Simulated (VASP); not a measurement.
# Ni(111): what the settings do to the level below the vacuum, part 5 of 6

Aim: find which settings matter for a slab model of Ni(111), and what they cost.

VASP 6.6.1, plane waves and PAW; the level of theory is named at each step.

Still holding for the runs below: The magnetic state follows from one typed start and may not be the lowest.

So far, highest filled level below the vacuum (eV): step 2 (the base run) 5.04; step 3 (another mesh, mesh points along a 3, k-mesh 3×3×1) 5.05; step 11 (a lower cutoff, ENCUT 210) 5.12; step 12 (a lower cutoff, ENCUT 280) 5.03; step 13 (another smearing width, SIGMA 0.02) 5.05.

## Step 16: Another level, functional LDA, disp none

This step: LDA, spin-polarised from a ferromagnetic start; plane waves and PAW (Ni) (VASP 6.6.1).

Beside the numerical settings stands the choice of exchange and correlation.

INCAR

```
SYSTEM = Ni
PREC = Normal
ENCUT = 350
EDIFF = 1E-06
NELM = 120
ISMEAR = 1
SIGMA = 0.1
LREAL = .FALSE.
ALGO = Normal
GGA = CA
NBANDS = 46
ISPIN = 2
MAGMOM = 1 1 1 1 1 1 1
LMAXMIX = 4
LORBIT = 11
LWAVE = .FALSE.
LCHARG = .FALSE.
KPAR = 4
IDIPOL = 3
LDIPOL = .TRUE.
DIPOL = 0.5 0.5 0.5
LVHAR = .TRUE.
LVACPOTAV = .TRUE.
```

POSCAR

```
Ni
1.0
    2.4890158698      0.0000000000      0.0000000000
    1.2445079349      2.1555509736      0.0000000000
    0.0000000000      0.0000000000     30.1936376853
Ni
7
Direct
    0.0000000000      0.0000000000      0.2980760415
    0.3333333333      0.3333333333      0.3653840277
    0.6666666667      0.6666666667      0.4326920138
    0.0000000000      0.0000000000      0.5000000000
    0.3333333333      0.3333333333      0.5673079862
    0.6666666667      0.6666666667      0.6346159723
    0.0000000000      0.0000000000      0.7019239585
```

KPOINTS

```
Automatic mesh
0
Gamma
12 12 1
0 0 0
```

PAW data sets: Ni (PBE family, release 64).

Launch:

```console
$ mpirun -np 4 vasp_std
```

The program printed:

```text
[banner, memory and clock lines left out]
running    4 mpi-ranks, on    1 nodes
 distrk:  each k-point on    1 cores,    4 groups
 distr:  one band on    1 cores,    1 groups

 POSCAR found type information on POSCAR Ni
 POSCAR found :  1 types and       7 ions
|                                                                             |
|               ----> ADVICE to this user running VASP <----                  |
|                                                                             |
|     You enforced a specific xc type in the INCAR file but a different       |
|     [... a line on the potential file left out ...]
|     I HOPE YOU KNOW WHAT YOU ARE DOING!                                     |
|                                                                             |

 LDA part: xc-table for (Slater(with rela. corr.)+CA(PZ))
 , standard interpolation
 POSCAR, INCAR and KPOINTS ok, starting setup
 FFT: planning ... GRIDC
 FFT: planning ... GRID_SOFT
 FFT: planning ... GRID
 WAVECAR not read
 entering main loop
       N       E                     dE             d eps       ncg     rms          rms(c)
DAV:   1     0.448543589522E+03    0.44854E+03   -0.25367E+04  3528   0.137E+03
DAV:   2    -0.154967877019E+02   -0.46404E+03   -0.44505E+03  3502   0.330E+02
DAV:   3    -0.523386318888E+02   -0.36842E+02   -0.34536E+02  3694   0.129E+02
DAV:   4    -0.530034795200E+02   -0.66485E+00   -0.65694E+00  3942   0.193E+01
DAV:   5    -0.530185279515E+02   -0.15048E-01   -0.15048E-01  5130   0.187E+00    0.283E+01
DAV:   6    -0.552779132816E+02   -0.22594E+01   -0.12471E+02  3882   0.153E+02    0.388E+01
DAV:   7    -0.687535984394E+02   -0.13476E+02   -0.10187E+02  4112   0.190E+02    0.469E+01
DAV:   8    -0.569303356512E+02    0.11823E+02   -0.65354E+01  5170   0.102E+02    0.411E+01
DAV:   9    -0.467995440106E+02    0.10131E+02   -0.20813E+01  4948   0.570E+01    0.251E+01
DAV:  10    -0.470273037487E+02   -0.22776E+00   -0.30568E+01  4250   0.842E+01    0.245E+01
DAV:  11    -0.484832451477E+02   -0.14559E+01   -0.24606E+01  5038   0.579E+01    0.284E+01
DAV:  12    -0.442979298229E+02    0.41853E+01   -0.62611E+00  4358   0.442E+01    0.120E+01
DAV:  13    -0.439267764162E+02    0.37115E+00   -0.22853E+00  4406   0.254E+01    0.516E+00
DAV:  14    -0.442572407855E+02   -0.33046E+00   -0.11952E+00  5122   0.107E+01    0.962E+00
DAV:  15    -0.440343755954E+02    0.22287E+00   -0.49443E-01  4230   0.106E+01    0.516E+00
DAV:  16    -0.440124571391E+02    0.21918E-01   -0.51217E-01  4848   0.953E+00    0.353E+00
DAV:  17    -0.440939225099E+02   -0.81465E-01   -0.17116E-01  5042   0.387E+00    0.633E+00
DAV:  18    -0.441249952660E+02   -0.31073E-01   -0.70139E-02  4172   0.390E+00    0.614E+00
DAV:  19    -0.441284369368E+02   -0.34417E-02   -0.33402E-02  5080   0.203E+00    0.546E+00
DAV:  20    -0.441202031414E+02    0.82338E-02   -0.77978E-02  4434   0.447E+00    0.369E+00
DAV:  21    -0.441416431952E+02   -0.21440E-01   -0.34759E-01  4430   0.614E+00    0.463E+00
DAV:  22    -0.441437850325E+02   -0.21418E-02   -0.18746E-02  3604   0.109E+00    0.454E+00
DAV:  23    -0.441426229894E+02    0.11620E-02   -0.97850E-04  5964   0.454E-01    0.434E+00
DAV:  24    -0.441303667039E+02    0.12256E-01   -0.12944E-01  5004   0.401E+00    0.231E+00
DAV:  25    -0.441481441054E+02   -0.17777E-01   -0.13173E-02  4908   0.151E+00    0.247E+00
DAV:  26    -0.441416071678E+02    0.65369E-02   -0.33188E-02  4162   0.238E+00    0.184E+00
DAV:  27    -0.441372561641E+02    0.43510E-02   -0.19130E-02  5132   0.170E+00    0.940E-01
DAV:  28    -0.441369734577E+02    0.28271E-03   -0.51967E-03  4480   0.103E+00    0.660E-01
DAV:  29    -0.441393838077E+02   -0.24104E-02   -0.94547E-03  4416   0.921E-01    0.116E+00
DAV:  30    -0.441395972048E+02   -0.21340E-03   -0.13269E-03  3742   0.469E-01    0.958E-01
[...]
DAV:  35    -0.441420691129E+02   -0.91530E-04   -0.41581E-04  4008   0.238E-01    0.283E-01
DAV:  36    -0.441421337525E+02   -0.64640E-04   -0.20253E-04  5086   0.143E-01    0.174E-01
DAV:  37    -0.441422147357E+02   -0.80983E-04   -0.53075E-04  6002   0.182E-01    0.156E-01
DAV:  38    -0.441422565715E+02   -0.41836E-04   -0.84928E-05  3838   0.119E-01    0.117E-01
DAV:  39    -0.441423113120E+02   -0.54741E-04   -0.52827E-05  3966   0.766E-02    0.131E-01
DAV:  40    -0.441423268669E+02   -0.15555E-04   -0.68144E-05  4256   0.113E-01    0.579E-02
DAV:  41    -0.441423467600E+02   -0.19893E-04   -0.39263E-05  4362   0.657E-02    0.944E-03
DAV:  42    -0.441423588204E+02   -0.12060E-04   -0.71721E-06  3554   0.305E-02    0.203E-02
DAV:  43    -0.441423625273E+02   -0.37069E-05   -0.38728E-06  2142   0.285E-02    0.441E-03
DAV:  44    -0.441423653005E+02   -0.27732E-05   -0.54043E-07  2162   0.882E-03    0.318E-03
DAV:  45    -0.441423663864E+02   -0.10859E-05   -0.40231E-07  2030   0.884E-03    0.488E-03
DAV:  46    -0.441423668912E+02   -0.50481E-06   -0.22929E-07  2018   0.555E-03
 [... a notice as in an earlier step ...]

   1 F= -.44142367E+02 E0= -.44141201E+02  d E =-.349782E-02  mag=     4.2976
```

Run time: 2 min. Hardware: 4 MPI ranks of Intel Xeon Platinum 8488C (Sapphire Rapids), shared host; peak memory 0.9 GiB.

Parts of OUTCAR (step 16):

```text
   NELECT =      70.0000    total number of electrons

 E-fermi :   1.3470

 spin component 1
 k-point     1 :       0.0000    0.0000    0.0000
  band No.  band energies     occupation
    ...
     38       0.7698      1.00000
     39       0.7698      1.00000
     40       0.8241      1.00000
     41       0.8241      1.00000
     42       1.1855      1.02240
     43       1.5161     -0.01895
     44       6.3940      0.00000
     45       6.5716      0.00000
     46       7.1117      0.00000

 k-point     2 :       0.0833    0.0000    0.0000
  band No.  band energies     occupation
    ...
     37       0.5987      1.00000
     38       0.6058      1.00000
     39       0.7711      1.00000
     40       0.8292      1.00000
     41       1.1026      1.00148
     42       1.9124     -0.00000
     43       2.3512     -0.00000
     44       6.5942      0.00000
     45       6.7898      0.00000
     46       7.3016      0.00000

  Total       -9.9843035     -9.9843035     -7.8592591     -0.0000000      0.0000000      0.0000000
  in kB      -98.7476918    -98.7476918    -77.7303788     -0.0000000      0.0000000      0.0000000
  external PRESSURE =     -91.7419208 kB  Pullay stress =       0.0000000 kB

 POSITION                                       TOTAL-FORCE (eV/Angst)
 -----------------------------------------------------------------------------------
      0.00000      0.00000      9.00000        -0.000000     -0.000000      0.713451
      1.24451      0.71852     11.03227        -0.000000      0.000000     -0.116403
      2.48902      1.43703     13.06455        -0.000000      0.000000     -0.041562
      0.00000      0.00000     15.09682         0.000000     -0.000000      0.000000
      1.24451      0.71852     17.12909         0.000000     -0.000000      0.041562
      2.48902      1.43703     19.16136         0.000000     -0.000000      0.116403
      0.00000      0.00000     21.19364         0.000000      0.000000     -0.713451
 -----------------------------------------------------------------------------------
    total drift:                                0.000000      0.000000      0.000000

  FREE ENERGIE OF THE ION-ELECTRON SYSTEM (eV)
  ---------------------------------------------------
  free  energy   TOTEN  =       -44.1423668912 eV

  energy  without entropy=      -44.1388690714  energy(sigma->0) =      -44.14120095

 vacuum level on the upper side and lower side of the slab         6.803         6.803

 magnetization (x)
# of ion       s       p       d       tot
------------------------------------------
    1       -0.004  -0.018   0.629   0.606
    2       -0.007  -0.020   0.679   0.652
    3       -0.004  -0.019   0.636   0.612
    4       -0.007  -0.019   0.636   0.610
    5       -0.004  -0.019   0.636   0.612
    6       -0.007  -0.020   0.679   0.652
    7       -0.004  -0.018   0.629   0.606
--------------------------------------------------
tot         -0.038  -0.134   4.522   4.350

[... 9 parts as in an earlier step ...]

[... 14 further parts left out ...]
```

The PAW data sets were made with PBE, though LDA sets exist; this is a small mismatch.

This step gave:

```
free energy (TOTEN)                               : -44.14 eV
energy at zero smearing                           : -44.14 eV
Fermi energy                                      : 1.347 eV
moment of the cell, from the last line of the log : 4.298 μB
vacuum levels                                     : 6.803, 6.803 eV
work functions of the upper and lower face        : 5.456, 5.456 eV
highest filled level below the vacuum             : 5.456 eV
```

Spin moment in the PAW sphere by atom:

```csv
atom,spin moment in the PAW sphere (μB)
Ni1,0.606
Ni2,0.652
Ni3,0.612
Ni4,0.610
Ni5,0.612
Ni6,0.652
Ni7,0.606
```

Force by atom:

```csv
atom,x (eV/Å),y (eV/Å),z (eV/Å),size
Ni1,0.000,0.000,0.713,0.713
Ni2,0.000,0.000,-0.116,0.116
Ni3,0.000,0.000,-0.042,0.042
Ni4,0.000,0.000,0.000,0.000
Ni5,0.000,0.000,0.042,0.042
Ni6,0.000,0.000,0.116,0.116
Ni7,0.000,0.000,-0.713,0.713
```

Against the base run its depth below the vacuum changes by +0.42 eV.

## Step 17: Another level, functional PBEsol, disp none

This step: PBEsol, spin-polarised from a ferromagnetic start; plane waves and PAW (Ni) (VASP 6.6.1).

INCAR: that of step 16 with these lines changed.

```diff
@@ -9,3 +9,3 @@
 ALGO = Normal
-GGA = CA
+GGA = PS
 NBANDS = 46
```

POSCAR is that of step 16.

KPOINTS is that of step 16.

Launch:

```console
$ mpirun -np 4 vasp_std
```

The program printed:

```text
[banner, memory and clock lines left out]
running    4 mpi-ranks, on    1 nodes
[...]
[... a notice as in an earlier step ...]

 LDA part: xc-table for (Slater+PW92), standard interpolation
 POSCAR, INCAR and KPOINTS ok, starting setup
[...]
entering main loop
       N       E                     dE             d eps       ncg     rms          rms(c)
DAV:   1     0.448609411461E+03    0.44861E+03   -0.25350E+04  3528   0.137E+03
DAV:   2    -0.128420555014E+02   -0.46145E+03   -0.44225E+03  3508   0.329E+02
DAV:   3    -0.488263736273E+02   -0.35984E+02   -0.33737E+02  3712   0.127E+02
DAV:   4    -0.494632835835E+02   -0.63691E+00   -0.63186E+00  3940   0.189E+01
[...]
DAV:  52    -0.412898404166E+02   -0.20193E-05   -0.18194E-07  2074   0.346E-03    0.128E-03
DAV:  53    -0.412898418143E+02   -0.13978E-05   -0.76491E-08  2080   0.362E-03    0.170E-03
DAV:  54    -0.412898425051E+02   -0.69080E-06   -0.45873E-08  2068   0.192E-03
 [... a notice as in an earlier step ...]

   1 F= -.41289843E+02 E0= -.41288759E+02  d E =-.324947E-02  mag=     4.7562
```

Elapsed: 2.3 min, on 4 MPI ranks; peak memory 0.97 GiB; 9.2 min of CPU time.

OUTCAR, selected parts (step 17):

```text
  Total       -6.4693456     -6.4693456     -5.0662453      0.0000000      0.0000000      0.0000000
  in kB      -63.9837268    -63.9837268    -50.1066534      0.0000000      0.0000000      0.0000000
  external PRESSURE =     -59.3580357 kB  Pullay stress =       0.0000000 kB

 POSITION                                       TOTAL-FORCE (eV/Angst)
 -----------------------------------------------------------------------------------
      0.00000      0.00000      9.00000         0.000000     -0.000000      0.498188
      1.24451      0.71852     11.03227        -0.000000     -0.000000     -0.129036
      2.48902      1.43703     13.06455        -0.000000      0.000000     -0.049120
      0.00000      0.00000     15.09682         0.000000      0.000000      0.000000
      1.24451      0.71852     17.12909         0.000000     -0.000000      0.049120
      2.48902      1.43703     19.16136         0.000000     -0.000000      0.129036
      0.00000      0.00000     21.19364         0.000000      0.000000     -0.498188
 -----------------------------------------------------------------------------------
    total drift:                                0.000000      0.000000      0.000000

  FREE ENERGIE OF THE ION-ELECTRON SYSTEM (eV)
  ---------------------------------------------------
  free  energy   TOTEN  =       -41.2898425051 eV

  energy  without entropy=      -41.2865930388  energy(sigma->0) =      -41.28875935

 magnetization (x)
# of ion       s       p       d       tot
------------------------------------------
    1       -0.005  -0.024   0.708   0.679
    2       -0.006  -0.024   0.753   0.722
    3       -0.005  -0.024   0.714   0.685
    4       -0.007  -0.025   0.704   0.672
    5       -0.005  -0.024   0.714   0.685
    6       -0.006  -0.024   0.753   0.722
    7       -0.005  -0.024   0.708   0.679
--------------------------------------------------
tot         -0.039  -0.170   5.054   4.846

[... 2 parts as in an earlier step ...]

[... 1 further part left out ...]
[key lines of the parts left out:]
E-fermi :   1.6292
```

The PAW data sets were made with PBE, which is usual practice but a small mismatch for other functionals.

Against the base run its depth below the vacuum changes by +0.14 eV.

## Step 18: Another level, functional RPBE, disp none

This step: RPBE, spin-polarised from a ferromagnetic start; plane waves and PAW (Ni) (VASP 6.6.1).

INCAR: that of step 17 with these lines changed.

```diff
@@ -9,3 +9,3 @@
 ALGO = Normal
-GGA = PS
+GGA = RP
 NBANDS = 46
```

POSCAR is that of step 17.

KPOINTS is that of step 17.

Launch:

```console
$ mpirun -np 4 vasp_std
```

The program printed:

```text
[... set-up lines as in an earlier step ...]
 entering main loop
       N       E                     dE             d eps       ncg     rms          rms(c)
DAV:   1     0.452086912672E+03    0.45209E+03   -0.25413E+04  3520   0.137E+03
DAV:   2    -0.420627086483E+01   -0.45629E+03   -0.43724E+03  3514   0.329E+02
DAV:   3    -0.390697999218E+02   -0.34864E+02   -0.32698E+02  3694   0.125E+02
DAV:   4    -0.396709950089E+02   -0.60120E+00   -0.59740E+00  3934   0.183E+01
[...]
DAV:  45    -0.335175469804E+02   -0.47340E-05   -0.56082E-07  2384   0.453E-03    0.161E-03
DAV:  46    -0.335175487186E+02   -0.17382E-05   -0.24019E-07  2208   0.392E-03    0.128E-03
DAV:  47    -0.335175495838E+02   -0.86525E-06   -0.87453E-08  2104   0.245E-03
 [... a notice as in an earlier step ...]

   1 F= -.33517550E+02 E0= -.33516650E+02  d E =-.269865E-02  mag=     4.8046
```

Wall time 2 min (4 MPI ranks); peak memory 0.98 GiB.

OUTCAR, selected parts (step 18):

```text
  Total        0.8886484      0.8886484      1.2264779      0.0000000      0.0000000      0.0000000
  in kB        8.7889936      8.7889936     12.1302259      0.0000000      0.0000000      0.0000000
  external PRESSURE =       9.9027377 kB  Pullay stress =       0.0000000 kB

 POSITION                                       TOTAL-FORCE (eV/Angst)
 -----------------------------------------------------------------------------------
      0.00000      0.00000      9.00000         0.000000      0.000000     -0.017087
      1.24451      0.71852     11.03227         0.000000     -0.000000     -0.129351
      2.48902      1.43703     13.06455        -0.000000      0.000000     -0.051700
      0.00000      0.00000     15.09682        -0.000000     -0.000000     -0.000000
      1.24451      0.71852     17.12909         0.000000     -0.000000      0.051700
      2.48902      1.43703     19.16136        -0.000000      0.000000      0.129351
      0.00000      0.00000     21.19364        -0.000000     -0.000000      0.017087
 -----------------------------------------------------------------------------------
    total drift:                                0.000000      0.000000      0.000000

  FREE ENERGIE OF THE ION-ELECTRON SYSTEM (eV)
  ---------------------------------------------------
  free  energy   TOTEN  =       -33.5175495838 eV

  energy  without entropy=      -33.5148509364  energy(sigma->0) =      -33.51665003

 magnetization (x)
# of ion       s       p       d       tot
------------------------------------------
    1       -0.005  -0.027   0.728   0.696
    2       -0.007  -0.028   0.765   0.731
    3       -0.006  -0.028   0.728   0.694
    4       -0.007  -0.029   0.715   0.679
    5       -0.006  -0.028   0.728   0.694
    6       -0.007  -0.028   0.765   0.731
    7       -0.005  -0.027   0.728   0.696
--------------------------------------------------
tot         -0.044  -0.193   5.157   4.920

[... 2 parts as in an earlier step ...]

[... 1 further part left out ...]
[key lines of the parts left out:]
E-fermi :   1.9537
```

Against the base run its depth below the vacuum changes by -0.18 eV.

(Part 5 of 6 ends here.)

[Lines on the potential files, build, host, timing and source positions are cut from VASP's logs without a mark.]

[Logs are printed without paths, hosts, clocks, repeated set-up lines and the standing remarks that a program may print on its own settings, such as how far it seeks lower states.]

[Hosts, paths, dates, database ids (printed as entryN), source tags and the programs' standing remarks are cut or masked in the printed files.]

[In band tables of VASP the shares of atoms and orbitals are scaled to a sum of 1 inside the atoms' spheres.]

[Runs that stopped without an error message from VASP are left out.]
